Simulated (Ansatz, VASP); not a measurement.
**RbSnH3 in two plane-wave programs**

One calculation is typed for both programs; each brings its own data sets. How far apart do they land? The cell is generated by rule, not measured, and may not be a known phase. The cell is taken from a series of runs on this material, whose earlier steps may have relaxed, scaled, displaced or heated it; both programs get it as it stands.

Program: Ansatz 0.2.0. Level of theory: plane waves, with VASP 6.6.1 beside it; relaxation of cell and atoms at LDA. Results are calculated unless marked as measured.

## 1. The structure

The structure is tetragonal, space group P4/nmm (No. 129). The conventional cell has a = 5.894 Å, b = 5.894 Å, c = 4.718 Å, α = 90.00°, β = 90.00°, γ = 90.00°. Nearest to Rb lie 12 H at 3.05 to 3.15 Å. Nearest to Sn lie 5 H at 1.82 to 2.10 Å. Nearest to H lie 2 Sn at 2.10 Å and 6 H at 2.61 to 2.95 Å and 4 Rb at 3.15 Å. H has 2 Sn at 1.82 to 2.90 Å and 4 H at 2.61 Å and 4 Rb at 3.05 Å nearest. Farther neighbours are not listed.

## 2. VASP: relaxation of cell and atoms, LDA, pair 1

The relaxed volume is the usual yardstick between codes: in a stiff, nearly cubic crystal its relative difference is about their pressure difference at one cell divided by the bulk modulus.

Lines of VASP's logs that name or quote its potential files are left out, and so is its time.

Contents of INCAR:

```
SYSTEM = RbSnH3
PREC = Accurate
ENCUT = 500
EDIFF = 1E-07
NELM = 120
ISMEAR = 1
SIGMA = 0.2
LREAL = .FALSE.
ALGO = Normal
GGA = CA
NBANDS = 36
LORBIT = 11
LWAVE = .FALSE.
LCHARG = .FALSE.
ISIF = 3
IBRION = 2
NSW = 80
EDIFFG = -0.005
LASPH = .TRUE.
GGA_COMPAT = .FALSE.
NELMIN = 4
KPAR = 2
```

Contents of POSCAR:

```
RbSnH3
1.0
    5.8936260000      0.0000000000      0.0000000000
    0.0000000000      5.8936260000      0.0000000000
    0.0000000000      0.0000000000      4.7184420000
Rb Sn H
2 2 6
Direct
    0.5000000000      0.5000000000      0.0000000000
    0.0000000000      0.0000000000      0.0000000000
    0.0000000000      0.5000000000      0.4499860335
    0.5000000000      0.0000000000      0.5500141784
    0.2500000848      0.2500000848      0.5000000000
    0.7500000848      0.7500000848      0.5000000000
    0.2500000848      0.7500000848      0.5000000000
    0.7500000848      0.2500000848      0.5000000000
    0.0000000000      0.5000000000      0.8347278614
    0.5000000000      0.0000000000      0.1652721386
```

Contents of KPOINTS:

```
Automatic mesh
0
Gamma
6 6 8
0 0 0
```

PAW data sets: Rb_sv, Sn_d and H (LDA family, release 64).

Run with:

```
mpirun -np 2 vasp_std
```

Numbers of over 12 decimals in the logs are rounded to 6 here.

Log:

```text
[banner, memory and clock lines left out]
running    2 mpi-ranks, on    1 nodes
 distrk:  each k-point on    1 cores,    2 groups
 distr:  one band on    1 cores,    1 groups

 POSCAR found type information on POSCAR RbSnH
 POSCAR found :  3 types and      10 ions
 LDA part: xc-table for (Slater(with rela. corr.)+CA(PZ))
 , standard interpolation
 POSCAR, INCAR and KPOINTS ok, starting setup
 FFT: planning ... GRIDC
 FFT: planning ... GRID_SOFT
 FFT: planning ... GRID
 WAVECAR not read
 entering main loop
       N       E                     dE             d eps       ncg     rms          rms(c)
DAV:   1     0.473886571726E+03    0.47389E+03   -0.23527E+04  3688   0.162E+03
DAV:   2     0.336439557517E+02   -0.44024E+03   -0.42048E+03  3748   0.439E+02
DAV:   3    -0.305936675089E+02   -0.64238E+02   -0.63321E+02  4576   0.156E+02
DAV:   4    -0.339560087801E+02   -0.33623E+01   -0.33503E+01  4960   0.352E+01
DAV:   5    -0.341370853992E+02   -0.18108E+00   -0.18096E+00  6012   0.686E+00    0.771E+00
DAV:   6    -0.327339020321E+02    0.14032E+01   -0.93519E-01  4652   0.553E+00    0.433E+00
DAV:   7    -0.322973734788E+02    0.43653E+00   -0.16152E+00  5056   0.495E+00    0.150E+00
DAV:   8    -0.323088724155E+02   -0.11499E-01   -0.23267E-01  4572   0.250E+00    0.408E-01
DAV:   9    -0.323007458511E+02    0.81266E-02   -0.21801E-02  4744   0.102E+00    0.123E-01
DAV:  10    -0.323012967926E+02   -0.55094E-03   -0.57250E-03  5244   0.292E-01    0.860E-02
DAV:  11    -0.323012336932E+02    0.63099E-04   -0.68128E-04  5316   0.136E-01    0.258E-02
DAV:  12    -0.323012174204E+02    0.16273E-04   -0.91917E-05  4780   0.443E-02    0.730E-03
DAV:  13    -0.323012178491E+02   -0.42869E-06   -0.68475E-06  4772   0.116E-02    0.196E-03
DAV:  14    -0.323012178438E+02    0.52778E-08   -0.54742E-07  4556   0.506E-03
   1 F= -.32301218E+02 E0= -.32302095E+02  d E =-.323012E+02
 curvature:   0.00 expect dE= 0.000E+00 dE for cont linesearch  0.000E+00
 trial: gam= 0.00000 g(F)=  0.325E-04 g(S)=  0.264E-05 ort = 0.000E+00 (trialstep = 0.100E+01)
 search vector abs. value=  0.352E-04
 bond charge predicted
       N       E                     dE             d eps       ncg     rms          rms(c)
DAV:   1    -0.323012259897E+02   -0.81407E-05   -0.66978E-03  4272   0.353E-01    0.224E-02
DAV:   2    -0.323012415770E+02   -0.15587E-04   -0.24183E-04  4392   0.864E-02    0.968E-03
DAV:   3    -0.323012397810E+02    0.17960E-05   -0.17810E-05  5184   0.268E-02    0.608E-03
DAV:   4    -0.323012393815E+02    0.39947E-06   -0.17617E-06  5388   0.928E-03    0.214E-03
DAV:   5    -0.323012393519E+02    0.29625E-07   -0.76908E-08  2320   0.176E-03
   2 F= -.32301239E+02 E0= -.32302118E+02  d E =-.215081E-04
 trial-energy change:   -0.000022  1 .order   -0.000022   -0.000035   -0.000008
 step:   1.2931(harm=  1.2931)  dis= 0.00104  next Energy=   -32.301241 (dE=-0.227E-04)
 reached required accuracy - stopping structural energy minimisation
```

OUTCAR, selected parts (step 2):

```text
ion  position               nearest neighbor table
   1  0.500  0.500  0.000-   9 3.05  10 3.05  10 3.05   9 3.05   5 3.15   5 3.15   7 3.15   8 3.15
                             8 3.15   7 3.15   6 3.15   6 3.15   4 3.63   4 3.63   3 3.63   3 3.63
   2  0.000  0.000  0.000-   9 3.05  10 3.05   9 3.05  10 3.05   6 3.15   6 3.15   7 3.15   8 3.15
                             8 3.15   7 3.15   5 3.15   5 3.15   4 3.63   4 3.63   3 3.63   3 3.63
   3  0.000  0.500  0.450-   9 1.82   8 2.10   5 2.10   6 2.10   7 2.10   2 3.63   1 3.63   2 3.63
                             1 3.63   2 3.93   2 3.93   1 3.93   1 3.93
   4  0.500  0.000  0.550-  10 1.82   7 2.10   5 2.10   6 2.10   8 2.10   2 3.63   1 3.63   1 3.63
                             2 3.63   1 3.93   1 3.93   2 3.93   2 3.93
   5  0.250  0.250  0.500-   3 2.10   4 2.10   1 3.15   1 3.15   2 3.15   2 3.15
   6  0.750  0.750  0.500-   3 2.10   4 2.10   2 3.15   2 3.15   1 3.15   1 3.15
   7  0.250  0.750  0.500-   4 2.10   3 2.10   1 3.15   2 3.15   1 3.15   2 3.15
   8  0.750  0.250  0.500-   3 2.10   4 2.10   1 3.15   2 3.15   1 3.15   2 3.15
   9  0.000  0.500  0.835-   3 1.82   2 3.05   1 3.05   2 3.05   1 3.05
  10  0.500  0.000  0.165-   4 1.82   2 3.05   1 3.05   1 3.05   2 3.05

  LATTYP: Found a simple tetragonal cell.
 ALAT       =     5.8936260000
 C/A-ratio  =     0.8006008525

 Subroutine GETGRP returns: Found 16 space group operations
 (whereof  8 operations were pure point group operations)

The static configuration has the point symmetry D_2d.
 The point group associated with its full space group is D_4h.

 Found     50 irreducible k-points:

   k-points           NKPTS =     50   k-points in BZ     NKDIM =     50   number of bands    NBANDS=     36

   dimension x,y,z NGX =    48 NGY =   48 NGZ =   36
   dimension x,y,z NGXF=    96 NGYF=   96 NGZF=   72

   ENCUT  =  500.0 eV  36.75 Ry    6.06 a.u.  10.75 10.75  8.60*2*pi/ulx,y,z

   NELECT =      52.0000    total number of electrons

 k-points in reciprocal lattice and weights: Automatic mesh
   0.00000000  0.00000000  0.00000000       0.003
   0.16666667  0.00000000  0.00000000       0.014
   0.33333333  0.00000000  0.00000000       0.014
   0.50000000  0.00000000  0.00000000       0.007
   0.16666667  0.16666667  0.00000000       0.014
   0.33333333  0.16666667  0.00000000       0.028
   0.50000000  0.16666667  0.00000000       0.014
   0.33333333  0.33333333  0.00000000       0.014
   0.50000000  0.33333333  0.00000000       0.014
[...]
0.50000000  0.33333333  0.50000000       0.014
   0.50000000  0.50000000  0.50000000       0.003

 average (electrostatic) potential at core
       1 -35.7417       2 -35.7417       3-103.3088       4-103.3088       5 -32.9023
       6 -32.9023       7 -32.9023       8 -32.9023       9 -33.2286      10 -33.2286

 E-fermi :   3.7903

 k-point     1 :       0.0000    0.0000    0.0000
  band No.  band energies     occupation
    ...
     22      -1.8137      2.00000
     23       0.5585      2.00000
     24       0.9875      2.00000
     25       1.3119      2.00000
     26       3.2580      2.00109
     27       4.0108     -0.06549
     28       4.0108     -0.06549
     29       4.5401     -0.00000
     30       4.6890     -0.00000
     31       5.8691     -0.00000
    ...

 k-point     2 :       0.1667    0.0000    0.0000
  band No.  band energies     occupation
    ...
     23       0.4791      2.00000
     24       0.5796      2.00000
     25       1.3288      2.00000
     26       2.8729      2.00000
     27       3.7725      1.15021
     28       4.6115     -0.00000
     29       4.6920     -0.00000
     30       4.8626     -0.00000
     31       6.6859     -0.00000
     32       6.8392     -0.00000
    ...

 k-point     3 :       0.3333    0.0000    0.0000
  band No.  band energies     occupation
    ...
     22      -1.1534      2.00000
     23      -0.1680      2.00000
     24       0.1544      2.00000
     25       1.3978      2.00000
     26       2.0848      2.00000
     27       3.9091      0.16556
     28       4.6732     -0.00000
     29       5.6265     -0.00000
     30       5.9064     -0.00000
     31       7.1999     -0.00000
    ...

  Total       -0.0154768     -0.0154768     -0.0263338      0.0000000     -0.0000000     -0.0000000
  in kB       -0.1513198     -0.1513198     -0.2574706      0.0000000     -0.0000000     -0.0000000
  external PRESSURE =      -0.1867034 kB  Pullay stress =       0.0000000 kB

  energy-cutoff  :      500.00
  volume of cell :      163.87
      direct lattice vectors                 reciprocal lattice vectors
     5.893156516  0.000000000  0.000000000     0.169688349  0.000000000 -0.000000000
     0.000000000  5.893156516  0.000000000     0.000000000  0.169688349  0.000000000
     0.000000000  0.000000000  4.718469696     0.000000000 -0.000000000  0.211933119

 POSITION                                       TOTAL-FORCE (eV/Angst)
 -----------------------------------------------------------------------------------
      2.94658      2.94658      0.00000         0.000000      0.000000     -0.000000
      0.00000      0.00000      0.00000         0.000000      0.000000     -0.000000
      5.89316      2.94658      2.12244         0.000000      0.000000     -0.003902
      2.94658      0.00000      2.59603        -0.000000      0.000000      0.003902
      1.47329      1.47329      2.35923        -0.000000      0.000000     -0.000000
      4.41987      4.41987      2.35923        -0.000000      0.000000     -0.000000
      1.47329      4.41987      2.35923         0.000000      0.000000     -0.000000
      4.41987      1.47329      2.35923         0.000000      0.000000     -0.000000
      5.89316      2.94658      3.93902         0.000000      0.000000     -0.000785
      2.94658      0.00000      0.77945         0.000000      0.000000      0.000785
 -----------------------------------------------------------------------------------
    total drift:                               -0.000036     -0.000036     -0.000592

  FREE ENERGIE OF THE ION-ELECTRON SYSTEM (eV)
  ---------------------------------------------------
  free  energy   TOTEN  =       -32.3012393519 eV

  energy  without entropy=      -32.3038765371  energy(sigma->0) =      -32.30211841

 reached required accuracy - stopping structural energy minimisation

 total charge
# of ion       s       p       d       tot
------------------------------------------
    1        1.941   5.326   0.035   7.302
    2        1.941   5.326   0.035   7.302
    3        1.248   1.116  10.018  12.382
    4        1.248   1.116  10.018  12.382
    5        0.480   0.008   0.000   0.488
    6        0.480   0.008   0.000   0.488
    7        0.480   0.008   0.000   0.488
    8        0.480   0.008   0.000   0.488
    9        0.500   0.008   0.000   0.509
   10        0.500   0.008   0.000   0.509
--------------------------------------------------
tot          9.299  12.934  20.106  42.339

[... 3 further parts left out ...]
```

CONTCAR:

```
RbSnH3
   1.00000000000000
     5.8931565157297641    0.0000000000000000    0.0000000000000000
     0.0000000000000000    5.8931565157297641    0.0000000000000000
     0.0000000000000000    0.0000000000000000    4.7184696959307981
  Rb              Sn              H
     2     2     6
Direct
     0.5000000000000000    0.5000000000000000    0.0000000000000000
     0.0000000000000000    0.0000000000000000    0.0000000000000000
     1.0000000000000000    0.5000000000000000    0.4498162116159859
     0.5000000000000000    0.0000000000000000    0.5501840002840086
     0.2500000847999999    0.2500000847999999    0.5000000000000000
     0.7500000847999999    0.7500000847999999    0.5000000000000000
     0.2500000847999999    0.7500000847999999    0.5000000000000000
     0.7500000847999999    0.2500000847999999    0.5000000000000000
     1.0000000000000000    0.5000000000000000    0.8348079150038157
     0.5000000000000000    0.0000000000000000    0.1651920849961843
```

(Part 1 of 3 ends here.)

[Lines on the potential files, build, host, timing and source positions are cut from VASP's logs without a mark.]

[Logs are printed without paths, hosts, clocks, repeated set-up lines and the standing remarks that a program may print on its own settings, such as how far it seeks lower states.]

[Hosts, paths, dates, database ids (printed as entryN), source tags and the programs' standing remarks are cut or masked in the printed files.]
